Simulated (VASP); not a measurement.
# Tl: formation energy of a vacancy on the Tl site, part 2 of 3

How easily does a vacancy on the Tl site form in Tl? The host is relaxed first, then a supercell is run with and without the defect.

VASP 6.6.1; PBEsol; plane waves and PAW (Tl).

So far. Step 2 (The host at zero pressure): The run ended after 5 ionic steps, 0.001 eV below its first step, once forces and stress met EDIFFG = -0.02.

### Step 3. The perfect supercell

System of this step: Tl. The cell holds 64 atoms: 64 Tl. Its edges and angles: a = 13.750 Å, b = 13.750 Å, c = 11.096 Å, α = 90.0°, β = 90.0°, γ = 120.0°. It derives from Tl.

The same cell, mesh and cutoff without the defect give the energy to subtract and, in a gapped host, the band edges to count from, so that most errors cancel.

INCAR

```
SYSTEM = Tl
PREC = Normal
ENCUT = 300
EDIFF = 1E-05
NELM = 120
ISMEAR = 1
SIGMA = 0.2
LREAL = Auto
ALGO = Fast
GGA = PS
NBANDS = 144
LORBIT = 11
LWAVE = .FALSE.
LCHARG = .FALSE.
KPAR = 4
NCORE = 2
LASPH = .TRUE.
```

POSCAR

```
Tl
1.0
   13.7497093172      0.0000000000      0.0000000000
   -6.8748546588     11.9075975636      0.0000000000
    0.0000000000      0.0000000000     11.0957915484
Tl
64
Direct
    0.0000000000      0.0000000000      0.0000000000
    0.0000000000      0.0000000000      0.5000000000
    0.0000000000      0.2500000000      0.0000000000
    0.0000000000      0.2500000000      0.5000000000
    0.0000000000      0.5000000000      0.0000000000
    0.0000000000      0.5000000000      0.5000000000
    0.0000000000      0.7500000000      0.0000000000
    0.0000000000      0.7500000000      0.5000000000
    0.2500000000      0.0000000000      0.0000000000
    0.2500000000      0.0000000000      0.5000000000
    0.2500000000      0.2500000000      0.0000000000
    0.2500000000      0.2500000000      0.5000000000
    0.2500000000      0.5000000000      0.0000000000
    0.2500000000      0.5000000000      0.5000000000
    0.2500000000      0.7500000000      0.0000000000
    0.2500000000      0.7500000000      0.5000000000
    0.5000000000      0.0000000000      0.0000000000
    0.5000000000      0.0000000000      0.5000000000
    0.5000000000      0.2500000000      0.0000000000
    0.5000000000      0.2500000000      0.5000000000
    0.5000000000      0.5000000000      0.0000000000
    0.5000000000      0.5000000000      0.5000000000
    0.5000000000      0.7500000000      0.0000000000
    0.5000000000      0.7500000000      0.5000000000
    0.7500000000      0.0000000000      0.0000000000
    0.7500000000      0.0000000000      0.5000000000
    0.7500000000      0.2500000000      0.0000000000
    0.7500000000      0.2500000000      0.5000000000
    0.7500000000      0.5000000000      0.0000000000
    0.7500000000      0.5000000000      0.5000000000
    0.7500000000      0.7500000000      0.0000000000
    0.7500000000      0.7500000000      0.5000000000
    0.0833333333      0.1666666667      0.2500000000
    0.0833333333      0.1666666667      0.7500000000
    0.0833333333      0.4166666667      0.2500000000
    0.0833333333      0.4166666667      0.7500000000
    0.0833333333      0.6666666667      0.2500000000
    0.0833333333      0.6666666667      0.7500000000
    0.0833333333      0.9166666667      0.2500000000
    0.0833333333      0.9166666667      0.7500000000
    0.3333333333      0.1666666667      0.2500000000
    0.3333333333      0.1666666667      0.7500000000
    0.3333333333      0.4166666667      0.2500000000
    0.3333333333      0.4166666667      0.7500000000
    0.3333333333      0.6666666667      0.2500000000
    0.3333333333      0.6666666667      0.7500000000
    0.3333333333      0.9166666667      0.2500000000
    0.3333333333      0.9166666667      0.7500000000
    0.5833333333      0.1666666667      0.2500000000
    0.5833333333      0.1666666667      0.7500000000
    0.5833333333      0.4166666667      0.2500000000
    0.5833333333      0.4166666667      0.7500000000
    0.5833333333      0.6666666667      0.2500000000
    0.5833333333      0.6666666667      0.7500000000
    0.5833333333      0.9166666667      0.2500000000
    0.5833333333      0.9166666667      0.7500000000
    0.8333333333      0.1666666667      0.2500000000
    0.8333333333      0.1666666667      0.7500000000
    0.8333333333      0.4166666667      0.2500000000
    0.8333333333      0.4166666667      0.7500000000
    0.8333333333      0.6666666667      0.2500000000
    0.8333333333      0.6666666667      0.7500000000
    0.8333333333      0.9166666667      0.2500000000
    0.8333333333      0.9166666667      0.7500000000
```

KPOINTS

```
Automatic mesh
0
Gamma
3 3 3
0 0 0
```

The projector-augmented-wave data sets are Tl (PBE family, release 64).

Launch:

```
> mpirun -np 8 vasp_std
```

The log of the run:

```text
[banner, memory and clock lines left out]
running    8 mpi-ranks, on    1 nodes
 distrk:  each k-point on    2 cores,    4 groups
 distr:  one band on    2 cores,    1 groups

 POSCAR found type information on POSCAR Tl
 POSCAR found :  1 types and      64 ions
 [... a notice as in an earlier step ...]

 LDA part: xc-table for (Slater+PW92), standard interpolation
 POSCAR, INCAR and KPOINTS ok, starting setup
 FFT: planning ... GRIDC
 FFT: planning ... GRID_SOFT
 FFT: planning ... GRID
 WAVECAR not read
 entering main loop
       N       E                     dE             d eps       ncg     rms          rms(c)
DAV:   1     0.100616942722E+04    0.10062E+04   -0.32375E+04  1728   0.616E+02
DAV:   2    -0.198975130963E+02   -0.10261E+04   -0.98243E+03  1976   0.145E+02
DAV:   3    -0.164446537314E+03   -0.14455E+03   -0.13816E+03  2016   0.583E+01
DAV:   4    -0.170325784291E+03   -0.58792E+01   -0.57550E+01  2112   0.132E+01
DAV:   5    -0.170541858687E+03   -0.21607E+00   -0.21555E+00  2392   0.260E+00    0.338E+00
RMM:   6    -0.169864796034E+03    0.67706E+00   -0.17246E-01  1803   0.731E-01    0.208E+00
RMM:   7    -0.169458117179E+03    0.40668E+00   -0.54267E-01  1921   0.119E+00    0.192E-01
RMM:   8    -0.169467707310E+03   -0.95901E-02   -0.60588E-02  2414   0.515E-01    0.163E-01
RMM:   9    -0.169469424330E+03   -0.17170E-02   -0.10046E-02  2479   0.173E-01    0.128E-01
RMM:  10    -0.169469687448E+03   -0.26312E-03   -0.49752E-04  2332   0.437E-02    0.192E-02
RMM:  11    -0.169469668527E+03    0.18921E-04   -0.12037E-04  2287   0.184E-02    0.179E-02
RMM:  12    -0.169469692203E+03   -0.23675E-04   -0.63812E-05  2032   0.146E-02    0.167E-02
RMM:  13    -0.169469681011E+03    0.11192E-04   -0.85623E-06  1432   0.612E-03    0.670E-03
RMM:  14    -0.169469676485E+03    0.45258E-05   -0.37271E-06  1318   0.351E-03
   1 F= -.16946968E+03 E0= -.16947266E+03  d E =0.894151E-02
```

Wall time 82 s (8 MPI ranks of Intel Xeon Platinum 8488C (Sapphire Rapids), shared host); peak memory 3.7 GiB; 11 min of CPU time.

OUTCAR, selected parts (step 3):

```text
  LATTYP: Found a hexagonal cell.
 ALAT       =    13.7497093172
 C/A-ratio  =     0.8069837182

 Found      6 irreducible k-points:

   k-points           NKPTS =      6   k-points in BZ     NKDIM =      6   number of bands    NBANDS=    144

   dimension x,y,z NGX =    60 NGY =   60 NGZ =   48
   dimension x,y,z NGXF=   120 NGYF=  120 NGZF=   96

   ENCUT  =  300.0 eV  22.05 Ry    4.70 a.u.  19.42 19.42 15.67*2*pi/ulx,y,z

   NELECT =     192.0000    total number of electrons

 E-fermi :   4.4414

 k-point     1 :       0.0000    0.0000    0.0000
  band No.  band energies     occupation
    ...
     94       4.3842      1.46334
     95       4.3842      1.46334
     96       4.3842      1.46334
     97       4.3842      1.46334
     98       4.3842      1.46334
     99       4.6509     -0.05869
    100       4.6509     -0.05869
    101       4.6509     -0.05869
    102       4.6509     -0.05869
    103       4.6509     -0.05869
    ...

 k-point     2 :       0.3333    0.0000    0.0000
  band No.  band energies     occupation
    ...
     91       3.7358      2.00001
     92       3.9870      2.00603
     93       4.3127      1.87726
     94       4.4268      1.12393
     95       4.4268      1.12393
     96       4.6723     -0.06923
     97       4.6723     -0.06923
     98       4.9673     -0.00127
     99       4.9673     -0.00127
    100       5.0653     -0.00009
    ...

  Total        6.6088404      6.6088404     -6.5157812     -0.0000000      0.0000000      0.0000000
  in kB        5.8285415      5.8285415     -5.7464697     -0.0000000      0.0000000      0.0000000
  external PRESSURE =       1.9702044 kB  Pullay stress =       0.0000000 kB

  energy-cutoff  :      300.00
  volume of cell :     1816.67
      direct lattice vectors                 reciprocal lattice vectors
    13.749709317  0.000000000  0.000000000     0.072728810  0.041989998  0.000000000
    -6.874854659 11.907597564  0.000000000     0.000000000  0.083979996  0.000000000
     0.000000000  0.000000000 11.095791548     0.000000000  0.000000000  0.090124260

 POSITION                                       TOTAL-FORCE (eV/Angst)
 -----------------------------------------------------------------------------------
      0.00000      0.00000      0.00000        -0.000000      0.000000      0.000000
      0.00000      0.00000      5.54790        -0.000000      0.000000      0.000000
     -1.71871      2.97690      0.00000        -0.000000      0.000000     -0.000000
     -1.71871      2.97690      5.54790        -0.000000      0.000000     -0.000000
     -3.43743      5.95380      0.00000        -0.000000      0.000000     -0.000000
     -3.43743      5.95380      5.54790        -0.000000      0.000000     -0.000000
     -5.15614      8.93070      0.00000        -0.000000      0.000000      0.000000
     -5.15614      8.93070      5.54790        -0.000000      0.000000      0.000000
      3.43743      0.00000      0.00000         0.000000      0.000000      0.000000
      3.43743      0.00000      5.54790        -0.000000      0.000000     -0.000000
      1.71871      2.97690      0.00000        -0.000000      0.000000      0.000000
      1.71871      2.97690      5.54790        -0.000000      0.000000      0.000000
     -0.00000      5.95380      0.00000        -0.000000      0.000000      0.000000
     -0.00000      5.95380      5.54790        -0.000000      0.000000     -0.000000
     -1.71871      8.93070      0.00000        -0.000000      0.000000      0.000000
     -1.71871      8.93070      5.54790        -0.000000      0.000000      0.000000
      6.87485      0.00000      0.00000         0.000000      0.000000      0.000000
      6.87485      0.00000      5.54790        -0.000000      0.000000      0.000000
      5.15614      2.97690      0.00000        -0.000000      0.000000      0.000000
      5.15614      2.97690      5.54790        -0.000000      0.000000      0.000000
      3.43743      5.95380      0.00000        -0.000000      0.000000     -0.000000
      3.43743      5.95380      5.54790        -0.000000      0.000000     -0.000000
      1.71871      8.93070      0.00000        -0.000000      0.000000      0.000000
      1.71871      8.93070      5.54790        -0.000000      0.000000     -0.000000
     10.31228      0.00000      0.00000        -0.000000      0.000000      0.000000
     10.31228      0.00000      5.54790        -0.000000      0.000000      0.000000
      8.59357      2.97690      0.00000        -0.000000      0.000000      0.000000
      8.59357      2.97690      5.54790        -0.000000      0.000000     -0.000000
      6.87485      5.95380      0.00000        -0.000000      0.000000     -0.000000
      6.87485      5.95380      5.54790        -0.000000      0.000000     -0.000000
      5.15614      8.93070      0.00000        -0.000000      0.000000     -0.000000
      5.15614      8.93070      5.54790        -0.000000      0.000000      0.000000
     -0.00000      1.98460      2.77395         0.000000     -0.000000     -0.000000
     -0.00000      1.98460      8.32184         0.000000     -0.000000     -0.000000
     -1.71871      4.96150      2.77395         0.000000     -0.000000     -0.000000
     -1.71871      4.96150      8.32184         0.000000     -0.000000      0.000000
     -3.43743      7.93840      2.77395         0.000000     -0.000000      0.000000
     -3.43743      7.93840      8.32184         0.000000     -0.000000     -0.000000
[...]
-----------------------------------------------------------------------------------
    total drift:                                0.000002     -0.000001     -0.000000

  FREE ENERGIE OF THE ION-ELECTRON SYSTEM (eV)
  ---------------------------------------------------
  free  energy   TOTEN  =      -169.4696764848 eV

  energy  without entropy=     -169.4786179921  energy(sigma->0) =     -169.47265699

 total charge
# of ion       s       p       d       tot
------------------------------------------
    1        1.634   0.703   0.073   2.410
    2        1.634   0.703   0.073   2.410
    3        1.634   0.703   0.073   2.410
    4        1.634   0.703   0.073   2.410
    5        1.634   0.703   0.073   2.410
    6        1.634   0.703   0.073   2.410
    7        1.634   0.703   0.073   2.410
    8        1.634   0.703   0.073   2.410
    9        1.634   0.703   0.073   2.410
   10        1.634   0.703   0.073   2.410
   11        1.634   0.703   0.073   2.410
   12        1.634   0.703   0.073   2.410
   13        1.634   0.703   0.073   2.410
   14        1.634   0.703   0.073   2.410
   15        1.634   0.703   0.073   2.410
   16        1.634   0.703   0.073   2.410
   17        1.634   0.703   0.073   2.410
   18        1.634   0.703   0.073   2.410
   19        1.634   0.703   0.073   2.410
   20        1.634   0.703   0.073   2.410
   21        1.634   0.703   0.073   2.410
   22        1.634   0.703   0.073   2.410
   23        1.634   0.703   0.073   2.410
   24        1.634   0.703   0.073   2.410
   25        1.634   0.703   0.073   2.410
   26        1.634   0.703   0.073   2.410
   27        1.634   0.703   0.073   2.410
   28        1.634   0.703   0.073   2.410
   29        1.634   0.703   0.073   2.410
   30        1.634   0.703   0.073   2.410
   31        1.634   0.703   0.073   2.410
   32        1.634   0.703   0.073   2.410
   33        1.634   0.703   0.073   2.410
   34        1.634   0.703   0.073   2.410
   35        1.634   0.703   0.073   2.410
   36        1.634   0.703   0.073   2.410
   37        1.634   0.703   0.073   2.410
[...]
--------------------------------------------------
tot        104.568  44.987   4.668 154.223

[... 2 parts as in an earlier step ...]

[... 7 further parts left out ...]
```

This step gave:

```
electronic cycles       : 14
electrons               : 192
free energy (TOTEN)     : -169.4697 eV
energy at zero smearing : -169.4727 eV
Fermi energy            : 4.441 eV
```

The host is treated as a metal, as its relaxation found a gap under 0.3 eV or none, and only the neutral defect is run.

[end of part 2 of 3]

[Lines on the potential files, build, host, timing and source positions are cut from VASP's logs without a mark.]

[Logs are printed without paths, hosts, clocks, repeated set-up lines and the standing remarks that a program may print on its own settings, such as how far it seeks lower states.]

[Hosts, paths, dates, database ids (printed as entryN), source tags and the programs' standing remarks are cut or masked in the printed files.]

[In band tables of VASP the shares of atoms and orbitals are scaled to a sum of 1 inside the atoms' spheres.]

[Runs that stopped without an error message from VASP are left out.]
